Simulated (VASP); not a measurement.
Input:

```
AsB
1.0
    3.23497     0.00000     0.00000
   -1.61748     2.80156     0.00000
    0.00000     0.00000     5.39755
B As
2 2
Direct
  0.00000   0.00000   0.00000
  0.00000   0.00000   0.50000
  0.33333   0.66667   0.25000
  0.66667   0.33333   0.75000
```

These are PBEsol GGA, VASP's PBE PAW potentials (set 64) (plane waves; VASP) values and carry that method's errors. Run with 520 eV cut-off, Gaussian smearing of 0.050 eV, potentials B As.

Problem. Give the energies of bands 3 to 11 at the high-symmetry points, in eV from the Fermi level.

Solution. 
```tsv
band	Γ	M	K	A	L	H
3	-9.90	-7.69	-9.61	-5.33	-9.20	-8.55
4	-0.72	-7.10	-6.15	-5.33	-9.20	-8.55
5	-0.72	-5.97	-4.50	0.10	-2.51	-6.96
6	0.11	-5.57	-4.50	0.10	-2.51	-6.96
7	1.40	-3.76	-4.42	0.10	-2.07	-0.12
8	1.40	1.02	-4.42	0.10	-2.07	-0.12
9	2.51	1.19	-4.29	3.40	-0.76	0.45
10	2.60	1.36	4.09	3.40	-0.76	0.45
11	2.60	2.57	7.30	3.97	3.23	2.15
```

It has no gap at this level: it comes out as a metal or semimetal.

The structure was generated: BAs was put into the NiAs type type (P6_3/mmc), which need not be its known phase. It was relaxed first, which changed the volume by +20 %.
